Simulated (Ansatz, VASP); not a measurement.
## GeF2: VASP beside Ansatz

Wanted: the spread between two codes on one cell, functional and k mesh. The structure shown is the start of the Ansatz relaxation below; VASP solves that cell, so the two are compared at the walk's first step.

Program: Ansatz 0.2.0. Level of theory: plane waves, with VASP 6.6.1 beside it; single point at PBEsol. Results are calculated unless marked as measured.

## (1) Starting point

The cell holds 6 atoms: 2 Ge and 4 F. Cell: a = 3.537 Å, b = 6.127 Å, c = 27.600 Å, α = 90.0°, β = 90.0°, γ = 90.0°. It derives from GeF2. Vacuum lies along c.

## (2) Ansatz: relaxation, PBEsol

Ansatz runs on its default PAW (the set named soft_2) files.

The two programs are compared at the cell with which this relaxation starts, whose forces are those of its first step.

File input.yaml:

```yaml
crystal:
  lattice:
    - [3.5372703465, 0.0, 0.0]
    - [0.0, 6.1267319602, 0.0]
    - [0.0, 0.0, 27.6]
  atoms:
    - { symbol: Ge, position: [0.0450673887, 0.0, 0.3623188406] }
    - { symbol: Ge, position: [0.4549326113, 0.5, 0.3623188406] }
    - { symbol: F, position: [0.0904652369, 0.3333333333, 0.3974714677] }
    - { symbol: F, position: [0.4095347631, 0.8333333333, 0.3974714677] }
    - { symbol: F, position: [0.4095347631, 0.1666666667, 0.3271662134] }
    - { symbol: F, position: [1.0904652369, 0.6666666667, 0.3271662134] }
  periodic: [true, true, false]
kpoints:
  mp_grid: { grid: [6, 4, 1] }
hamiltonian:
  xc: pbesol
scf:
  occupations: { method: fixed }
output:
  forces: true
  stress: true
  eigenvalues: true
relax:
  adjacent_minimum: "off"
  f_tol: 0.002
  max_steps: 120
  cell: { stress_2d_tol: 0.005 }
```

Command:

```console
> ansatz run input.yaml --threads 8 --pin off --max-ram 14336MiB --backend cpu --events-out ev --progress --plain --runs-dir out
```

Numbers of over 12 decimals in the logs are rounded to 6 here.

What it wrote:

```text
Engine: ansatz 0.2.0, x86_64-unknown-linux-gnu
Pseudopotentials: kind: paw
Pseudopotential: Ge, paw, valence charge 14, recommended cutoff 420 eV (normal), Ge.paw.azcp
Pseudopotential: F, paw, valence charge 7, recommended cutoff 420 eV (normal), F.paw.azcp
Functional definition: PBEsol
  exchange = pbesol_x
  correlation = pbesol_c
Crystal: 6 atoms, lattice volume = 598.145 Å³
Basis set: ecut = 420 eV, 11655 PW (Γ), exchange–correlation on 48×90×384 points (8 copies of the dense FFT grid, shifted against one another)
Bands: 34, of which v1, the nominal top of the filled ones, is band 28 counted from 1 (27 counted from 0)
Symmetry: 4 space group operations
Space group: P2/c (ITA 13), of the structure as read, at distance tolerance 8.4e-5 Å
k-points: 12 of 24
Non-local potential: Ge, projectors of the file, l = 0: 2, l = 1: 2, l = 2: 3, l = 3: 1
Non-local potential: F, projectors of the file, l = 0: 2, l = 1: 2, l = 2: 1
PAW form: soft (Blöchl's): semilocal exchange-correlation on the pseudo side does not see the compensation charge
PAW frozen core: Ge, regenerated for the run's functional, and the local potential with it (the file was generated under x = pbe(κ = 0.804, μ = 0.219515), c = pbe(β = 0.066725))
PAW frozen core: F, regenerated for the run's functional, and the local potential with it (the file was generated under x = pbe(κ = 0.804, μ = 0.219515), c = pbe(β = 0.066725))
PAW one-centre angular grid: Ge, 590 points (default); XC on 64 Gauss nodes
PAW one-centre angular grid: F, 110 points (default); XC on 64 Gauss nodes
Initial density: superposition of atomic densities (neutral atoms: chi_scale 0, normalization atom), corrected by the library's trained network
Initial wavefunctions: pseudopotential atomic-orbital guess
Functional: x = pbesol(κ = 0.804, μ = 0.123457), c = pbesol(β = 0.046)
SCF iter   1: F=—  HF=-11708.871076 eV  |F-HF|=—  |Δ(HF+E_count)|=         —  Δρ=3.90e-3  dr2=6.36e-2  ethr=1.77e-3  ⟨swp⟩=5.4  Hψ=1584  notcnv=0  defer=45
preconditioner: auto → Resta (q_TF=auto, 1.838 Å⁻¹)  ε∞=1.3  [insulator: Δε(μ)=2.600 eV  Ē_g=19.505 eV  n_scr=52 (ndim 8)  ℏωp=11.4 eV  f_vac=0.829  ε∞_Penn≈1.3  vacuum switching on, ρ_ref=2.8e-2 e/Å³]
SCF iter   2: F=—  HF=-11708.866919 eV  |F-HF|=—  |Δ(HF+E_count)|=   4.16e-3  Δρ=1.83e-3  dr2=1.48e-2  ethr=1.14e-4  ⟨swp⟩=3.2  Hψ=965  notcnv=0  defer=48
SCF iter   3: F=—  HF=-11708.864239 eV  |F-HF|=—  |Δ(HF+E_count)|=   2.68e-3  Δρ=5.55e-4  dr2=1.69e-3  ethr=2.64e-5  ⟨swp⟩=2.7  Hψ=687  notcnv=0  defer=48
SCF iter   4: F=—  HF=-11708.865170 eV  |F-HF|=—  |Δ(HF+E_count)|=   9.30e-4  Δρ=8.71e-5  dr2=4.32e-5  ethr=3.02e-6  ⟨swp⟩=3.2  Hψ=759  notcnv=0  defer=48
SCF iter   5: F=—  HF=-11708.865344 eV  |F-HF|=—  |Δ(HF+E_count)|=   1.75e-4  Δρ=2.29e-5  dr2=1.99e-6  ethr=7.72e-8  ⟨swp⟩=2.6  Hψ=792  notcnv=0  defer=48
iter 6 did not close the SCF: its close was put off until two iterations running show no level that it waits for move by more than its bar (scf_convergence_deferred on its scf_iter line)
SCF iter   6: F=-11708.865347 eV  HF=-11708.865347 eV  |F-HF|=3.54e-7  |Δ(HF+E_count)|=   2.27e-6  Δρ=4.62e-6  dr2=5.84e-8  ethr=1.79e-10  ⟨swp⟩=19.2  Hψ=3054  notcnv=0
iter 7 did not close the SCF: its close was put off until two iterations running show no level that it waits for move by more than its bar (scf_convergence_deferred on its scf_iter line)
SCF iter   7: F=-11708.865347 eV  HF=-11708.865347 eV  |F-HF|=4.49e-8  |Δ(HF+E_count)|=   3.22e-7  Δρ=1.15e-6  dr2=4.98e-9  ethr=1.04e-10  ⟨swp⟩=3.9  Hψ=1458  notcnv=0
SCF iter   8: F=-11708.865347 eV  HF=-11708.865347 eV  |F-HF|=4.87e-9  |Δ(HF+E_count)|=   4.54e-8  Δρ=2.94e-7  dr2=2.28e-10  ethr=8.90e-12  ⟨swp⟩=4.6  Hψ=1452  notcnv=0
SCF 1 converged in 8 iterations: F = -11708.865347 eV  dr2 = 2.28e-10
  greatest PAW one-centre occupation: 0.999 electrons in one spin orbital (limit 2), on the Ge atom at site 1 (counted from 0), in its partial waves of l = 2
relax step   1: F+E_penalty+E_count = -11708.86534713 eV  Δ(F+E_penalty+E_count) = +0.000e0 eV  max|allowed force component| = 5.808e-1 eV/Å  Δτ_max = 0.0000 Å  P = +2.638 N/m  Ω = 598.145 Å³  fix = [c, alpha, beta]  reactions: c +0.000 N/m; alpha +0.000 N/m/rad  (8 SCF iters, dr2 threshold 1.00e-7 eV, accepted)
[...]
relax step  48: F+E_penalty+E_count = -11709.67236765 eV  Δ(F+E_penalty+E_count) = +2.904e-4 eV  max|allowed force component| = 4.856e-4 eV/Å  Δτ_max = 0.0006 Å  P = +0.000 N/m  Ω = 713.867 Å³  energy of the carried Pulay correction = -2.939e-4 eV  fix = [c, alpha, beta]  reactions: c -0.000 N/m; alpha -0.000 N/m/rad  (7 SCF iters, dr2 threshold 4.93e-11 eV, accepted)
[...]
relax step  49: F+E_penalty+E_count = -11709.67264747 eV  Δ(F+E_penalty+E_count) = -2.798e-4 eV  max|allowed force component| = 4.940e-4 eV/Å  Δτ_max = 0.0000 Å  P = +0.001 N/m  Ω = 713.867 Å³  fix = [c, alpha, beta]  reactions: c +0.000 N/m; alpha -0.000 N/m/rad  stress off target by 3.32e-3 N/m on what of the cell is left free  SCF on the basis re-selected at this cell (its energy is not comparable with the rows above)  (7 SCF iters)
basis re-selected at this cell: Δ(F+E_penalty+E_count) = -2.798e-4 eV, ΔP = +0.001 N/m vs the last step (what re-selecting the basis moved, of the pressure what is left beyond the Pulay correction that the steps carried, after the strain that the cell walked since its last selection, with what the two solves' SCF thresholds leave and, on support functions, any second-order correction that the steps lacked; it is no m [...]
SCF converged after 7 iterations
Free energy (F): -11709.672647 eV
Harris-Foulkes:  -11709.672647 eV  (|F-HF|=1.35e-10)
Internal energy: -11709.672647 eV  (E = F + TS)
E sigma→0 (E₀):  -11709.672647 eV
Fermi energy:    -7.024987 eV
--- Per-component energies (eV) ---
  E_band       = -1149.941644
  E_kinetic    = 1040.214255
  E_local      = -73353.174969  (includes V_loc(G=0)·N_el)
  E_nonlocal   = 1127.387688
  E_hartree    = 35718.208013
  E_xc         = -460.924861
  E_vxc        = -529.899129  (∫ρ·V_xc dr)
  E_paw        = -4722.763098  (= ΣΔE_a)
  E_vpaw       = -870.894034  (= ΣTr[D̂ρ^β])
  E_aug_tail   = 0.008526  (compensation charges beyond the density's cutoff)
  E_ewald      = 28939.366155
  E_core_change = 2.005643  (= ΣΔE_core)
  E_smearing   = -0.000000  (= −TS)
  E_closure    = -0.000000  (closes the sum)
  Σ components = -11709.672647   (vs F -11709.672647, Δ=0.00e0)
--- Forces (eV/Å), atoms counted from 1 ---
  atom   1  Ge    -0.00049401     0.00000000     0.00000000
  atom   2  Ge     0.00049401     0.00000000     0.00000000
  atom   3  F     -0.00031310    -0.00030333     0.00021451
  atom   4  F      0.00031310    -0.00030333     0.00021451
  atom   5  F      0.00031310     0.00030333    -0.00021451
  atom   6  F     -0.00031310     0.00030333    -0.00021451
  max |Σ_I F_I| component: 0.00e0 eV/Å
--- 2D stress c σ (N/m, compression-positive) ---
        0.003322      -0.000000      -0.000000
       -0.000000      -0.000586       0.000000
       -0.000000       0.000000      -0.000000
  P = ½ c Tr σ = 0.0014 N/m
--- Band table (eV; the first three rows and the last of 12) ---
  k-point 0: bands = [... 24 lower, -10.0010, -9.6976, -9.2128, -7.0250, -3.2395, -2.1023, -0.8190 (-0.8190°), -0.2801, ... 2 higher]
  k-point 1: bands = [... 24 lower, -9.8773, -9.8753, -8.8683, -7.3828, -2.8504, -2.0048, -0.8384 (-0.8384°), -0.6116 (-0.6116°), ... 2 higher]
  k-point 2: bands = [... 24 lower, -9.8235, -9.8235, -8.1538, -8.1538, -2.0388, -2.0388, -1.2832, -1.2832, ... 2 higher]
  k-point 11: bands = [... 24 lower, -9.8063, -9.8063, -7.7602, -7.7602, -2.1801, -2.1801, -1.4819, -1.4819, ... 2 higher]
  ° read free of the cell's end (the report's vacuum.weakly_bound_levels)
--- Relaxed structure (38 steps of the walk, 36 accepted, 11 SCFs on fresh bases) ---
  F+E_penalty+E_count = -11709.67264747 eV   max|allowed force component| = 4.940e-4 eV/Å   (the final SCF, on the basis selected at the relaxed cell)
  cell:  # Å, volume = 713.8671 Å³
    - [4.928901, 0, 0]
    - [0, 5.247569, 0]
    - [0, 0, 27.6]
  atoms:
    - { symbol: Ge, position: [0.060871, -1.2977254404485119e-19, 0.362319] }
    - { symbol: Ge, position: [0.439129, 0.5, 0.362319] }
    - { symbol: F, position: [0.171851, 0.345185, 0.401348] }
    - { symbol: F, position: [0.328149, 0.845185, 0.401348] }
    - { symbol: F, position: [0.328149, 0.154815, 0.323290] }
    - { symbol: F, position: [1.171851, 0.654815, 0.323290] }
```

In the SCF lines HF is the Harris–Foulkes energy and dr2 the Hartree energy of the density residual, in eV; the loop may stop once dr2 is under the threshold and the program's other checks hold. Hψ counts applications of the Hamiltonian.

## (3) VASP: single point, PBEsol, start cell

The same cell, functional and mesh now go to VASP, with its own data sets.

Lines of VASP's logs that name or quote its potential files are left out, and so is its time.

File INCAR:

```
SYSTEM = GeF2
PREC = Accurate
ENCUT = 520
EDIFF = 1E-06
NELM = 120
ISMEAR = 0
SIGMA = 0.01
LREAL = .FALSE.
ALGO = Normal
GGA = PS
NBANDS = 34
LORBIT = 11
LWAVE = .FALSE.
LCHARG = .FALSE.
ISIF = 2
LDIPOL = .TRUE.
IDIPOL = 3
DIPOL = 0.5 0.5 0.362
LVHAR = .TRUE.
LASPH = .TRUE.
GGA_COMPAT = .FALSE.
EFERMI = MIDGAP
NELMDL = -8
KPAR = 2
```

File POSCAR:

```
GeF2
1.0
    3.5372700000      0.0000000000      0.0000000000
    0.0000000000      6.1267320000      0.0000000000
    0.0000000000      0.0000000000     27.6000000000
Ge F
2 4
Direct
    0.0450675238      0.0000000000      0.3623188406
    0.4549327589      0.5000000000      0.3623188406
    0.0904652458      0.3333333333      0.3974714855
    0.4095347542      0.8333333333      0.3974714855
    0.4095347542      0.1666666667      0.3271661957
    0.0904652458      0.6666666667      0.3271661957
```

File KPOINTS:

```
Automatic mesh
0
Gamma
6 4 1
0 0 0
```

PAW data sets: Ge_d and F (PBE family, release 64).

Command:

```console
> mpirun -np 2 vasp_std
```

What it wrote:

```text
[banner, memory and clock lines left out]
running    2 mpi-ranks, on    1 nodes
 distrk:  each k-point on    1 cores,    2 groups
 distr:  one band on    1 cores,    1 groups

 POSCAR found type information on POSCAR GeF
 POSCAR found :  2 types and       6 ions
|                                                                             |
|               ----> ADVICE to this user running VASP <----                  |
|                                                                             |
|     You enforced a specific xc type in the INCAR file but a different       |
|     [... a line on the potential file left out ...]
|     I HOPE YOU KNOW WHAT YOU ARE DOING!                                     |
|                                                                             |

 LDA part: xc-table for (Slater+PW92), standard interpolation
 POSCAR, INCAR and KPOINTS ok, starting setup
 FFT: planning ... GRIDC
 FFT: planning ... GRID_SOFT
 FFT: planning ... GRID
 WAVECAR not read
 entering main loop
       N       E                     dE             d eps       ncg     rms          rms(c)
DAV:   1     0.586563471424E+03    0.58656E+03   -0.24673E+04  1016   0.157E+03
DAV:   2     0.923391646676E+02   -0.49422E+03   -0.48420E+03  1228   0.357E+02
DAV:   3    -0.255665692256E+02   -0.11791E+03   -0.11621E+03  1000   0.190E+02
DAV:   4    -0.313759913153E+02   -0.58094E+01   -0.57896E+01  1074   0.525E+01
DAV:   5    -0.314948027131E+02   -0.11881E+00   -0.11846E+00  1054   0.778E+00
DAV:   6    -0.315002092041E+02   -0.54065E-02   -0.54046E-02  1206   0.163E+00
DAV:   7    -0.315002844452E+02   -0.75241E-04   -0.75176E-04  1070   0.164E-01
DAV:   8    -0.315002888535E+02   -0.44082E-05   -0.44080E-05  1238   0.383E-02    0.959E+00
DAV:   9    -0.289798694479E+02    0.25204E+01   -0.10349E+01  1320   0.407E+01    0.373E+00
DAV:  10    -0.289804762243E+02   -0.60678E-03   -0.85638E-01   850   0.571E+00    0.233E+00
DAV:  11    -0.289580639719E+02    0.22412E-01   -0.14853E-01  1174   0.513E+00    0.561E-01
DAV:  12    -0.289563425347E+02    0.17214E-02   -0.30109E-02  1310   0.346E+00    0.129E-01
DAV:  13    -0.289572893172E+02   -0.94678E-03   -0.46285E-03   942   0.461E-01    0.707E-02
DAV:  14    -0.289574514774E+02   -0.16216E-03   -0.47884E-04  1060   0.362E-01    0.261E-02
[...]
DAV:  19    -0.289579102937E+02   -0.66858E-04   -0.43720E-06   826   0.157E-02    0.130E-03
DAV:  20    -0.289579561437E+02   -0.45850E-04   -0.90147E-07   682   0.647E-03    0.916E-04
DAV:  21    -0.289579858682E+02   -0.29725E-04   -0.92542E-07   664   0.608E-03    0.404E-04
DAV:  22    -0.289579964088E+02   -0.10541E-04   -0.33193E-07   716   0.471E-03    0.413E-04
DAV:  23    -0.289580015356E+02   -0.51269E-05   -0.17651E-07   712   0.238E-03    0.179E-04
DAV:  24    -0.289580036011E+02   -0.20654E-05   -0.66074E-08   738   0.231E-03    0.122E-04
DAV:  25    -0.289580052088E+02   -0.16077E-05   -0.46910E-08   660   0.207E-03    0.742E-05
DAV:  26    -0.289580053659E+02   -0.15715E-06   -0.13170E-08   660   0.819E-04
   1 F= -.28958005E+02 E0= -.28958005E+02  d E =0.000000E+00
```

From OUTCAR (step 3):

```text
ion  position               nearest neighbor table
   1  0.045  0.000  0.362-   5 1.91   4 1.91   6 2.27   3 2.27
   2  0.455  0.500  0.362-   6 1.91   3 1.91   5 2.27   4 2.27
   3  0.090  0.333  0.397-   2 1.91   1 2.27
   4  0.410  0.833  0.397-   1 1.91   2 2.27
   5  0.410  0.167  0.327-   1 1.91   2 2.27
   6  0.090  0.667  0.327-   2 1.91   1 2.27

  LATTYP: Found a simple orthorhombic cell.
 ALAT       =     3.5372700000
 B/A-ratio  =     1.7320509885
 C/A-ratio  =     7.8026274500

 Subroutine GETGRP returns: Found  4 space group operations
 (whereof  1 operations were pure point group operations)

The static configuration has the point symmetry C_1 .
 The point group associated with its full space group is C_2h.

 Found     12 irreducible k-points:

   k-points           NKPTS =     12   k-points in BZ     NKDIM =     12   number of bands    NBANDS=     34

   dimension x,y,z NGX =    28 NGY =   48 NGZ =  210
   dimension x,y,z NGXF=    56 NGYF=   96 NGZF=  420

   ENCUT  =  520.0 eV  38.22 Ry    6.18 a.u.   6.58 11.39 51.32*2*pi/ulx,y,z

   NELECT =      56.0000    total number of electrons

 k-points in reciprocal lattice and weights: Automatic mesh
   0.00000000  0.00000000  0.00000000       0.042
   0.16666667  0.00000000  0.00000000       0.083
   0.33333333  0.00000000  0.00000000       0.083
   0.50000000  0.00000000  0.00000000       0.042
   0.00000000  0.25000000  0.00000000       0.083
   0.16666667  0.25000000  0.00000000       0.167
   0.33333333  0.25000000  0.00000000       0.167
   0.50000000  0.25000000  0.00000000       0.083
   0.00000000  0.50000000  0.00000000       0.042
   0.16666667  0.50000000  0.00000000       0.083
   0.33333333  0.50000000  0.00000000       0.083
   0.50000000  0.50000000  0.00000000       0.042

 dipolmoment           0.000000      0.000000     -0.000000 electrons x Angstroem

 average (electrostatic) potential at core
       1 -83.3104       2 -83.3103       3 -84.1952       4 -84.1952       5 -84.1952
       6 -84.1952

 E-fermi :  -3.7924

 k-point     1 :       0.0000    0.0000    0.0000
  band No.  band energies     occupation
    ...
     24      -8.7867      2.00000
     25      -8.6312      2.00000
     26      -8.5232      2.00000
     27      -7.6970      2.00000
     28      -5.6116      2.00000
     29      -2.4779      0.00000
     30      -0.8432      0.00000
     31       0.3075      0.00000
     32       0.8655      0.00000
     33       1.0907      0.00000
    ...

 k-point     2 :       0.1667    0.0000    0.0000
  band No.  band energies     occupation
    ...
     24      -8.7479      2.00000
     25      -8.5811      2.00000
     26      -8.5239      2.00000
     27      -7.2083      2.00000
     28      -5.4378      2.00000
     29      -2.1793      0.00000
     30      -0.3397      0.00000
     31       0.2476      0.00000
     32       0.8996      0.00000
     33       1.4176      0.00000
    ...

 k-point     3 :       0.3333    0.0000    0.0000
  band No.  band energies     occupation
    ...
     24      -8.7398      2.00000
     25      -8.5530      2.00000
     26      -8.5464      2.00000
     27      -6.4318      2.00000
     28      -5.1944      2.00000
     29      -1.5471      0.00000
     30       0.1188      0.00000
     31       0.2125      0.00000
     32       0.7193      0.00000
     33       0.8022      0.00000
    ...

  Total        5.7210716      1.5779804      2.1858563      0.0000000      0.2860864      0.0000000
  in kB       15.3243403      4.2267448      5.8549882      0.0000000      0.7663049      0.0000000
  external PRESSURE =       8.4686911 kB  Pullay stress =       0.0000000 kB

  energy-cutoff  :      520.00
  volume of cell :      598.14
      direct lattice vectors                 reciprocal lattice vectors
     3.537270000  0.000000000  0.000000000     0.282703893  0.000000000  0.000000000
     0.000000000  6.126732000  0.000000000     0.000000000  0.163219152  0.000000000
     0.000000000  0.000000000 27.600000000     0.000000000  0.000000000  0.036231884

 POSITION                                       TOTAL-FORCE (eV/Angst)
 -----------------------------------------------------------------------------------
      0.15942      0.00000     10.00000        -0.298615      0.000000     -0.000000
      1.60922      3.06337     10.00000         0.298615      0.000000     -0.000000
      0.32000      2.04224     10.97021        -0.108601      0.074135      0.615003
      1.44863      5.10561     10.97021         0.108601      0.074135      0.615003
      1.44863      1.02112      9.02979         0.108601     -0.074135     -0.615003
      0.32000      4.08449      9.02979        -0.108601     -0.074135     -0.615003
 -----------------------------------------------------------------------------------
    total drift:                                0.003664      0.000023      0.000312

  FREE ENERGIE OF THE ION-ELECTRON SYSTEM (eV)
  ---------------------------------------------------
  free  energy   TOTEN  =       -28.9580053659 eV

  energy  without entropy=      -28.9580053659  energy(sigma->0) =      -28.95800537

 vacuum level on the upper side and lower side of the slab         1.173         1.173

 total charge
# of ion       s       p       d       tot
------------------------------------------
    1        1.398   0.601  10.105  12.104
    2        1.398   0.601  10.105  12.104
    3        1.747   4.325   0.000   6.071
    4        1.747   4.325   0.000   6.071
    5        1.747   4.325   0.000   6.071
    6        1.747   4.325   0.000   6.071
--------------------------------------------------
tot          9.783  18.502  20.210  48.495

[... 3 further parts left out ...]
```

The run ends at a pressure of 0.85 GPa, with forces up to 0.63 eV/Å.

## (4) Side by side

Known differences besides the potentials themselves: fixed occupations in Ansatz, narrow Gaussian smearing in VASP; Ansatz cuts the interaction across the vacuum, VASP repeats the sheet with a dipole correction; the cutoff is 420 eV in Ansatz and 520 eV in VASP; Ansatz makes its cores anew for this functional, VASP keeps those of its PBE data sets. Total energies have different zeros and are not compared.

Forces (eV/Å; atoms numbered as in POSCAR):

| atom | Ansatz x, y, z | VASP x, y, z |
| --- | --- | --- |
| Ge1 | -0.191, 0.000, 0.000 | -0.299, 0.000, 0.000 |
| Ge2 | 0.191, 0.000, 0.000 | 0.299, 0.000, 0.000 |
| F3 | -0.060, 0.100, 0.581 | -0.109, 0.074, 0.615 |
| F4 | 0.060, 0.100, 0.581 | 0.109, 0.074, 0.615 |
| F5 | 0.060, -0.100, -0.581 | 0.109, -0.074, -0.615 |
| F6 | -0.060, -0.100, -0.581 | -0.109, -0.074, -0.615 |

The forces differ by 47 meV/Å r.m.s., which is 15.1 % of the r.m.s. force of 0.313 eV/Å (both taken over all components). With vacuum in the cell, a pressure given here is an average over mostly empty space and none of the material.

## (5) What came out

* r.m.s. force difference (single point, PBEsol, start cell): 15 % of the r.m.s. force

In words: The r.m.s. force difference is 15 % of the r.m.s. force (single point, PBEsol, start cell), beyond the 3 % picked in this series as the mark of a large difference. What causes the difference of the single point, PBEsol, start cell pair stays open here. 1 further run of this series is not shown here. How closely two codes agree says nothing of how well the functional describes the real material.

[Lines on the potential files, build, host, timing and source positions are cut from VASP's logs without a mark.]

[Logs are printed without paths, hosts, clocks, repeated set-up lines and the standing remarks that a program may print on its own settings, such as how far it seeks lower states.]

[Hosts, paths, dates, database ids (printed as entryN), source tags and the programs' standing remarks are cut or masked in the printed files.]
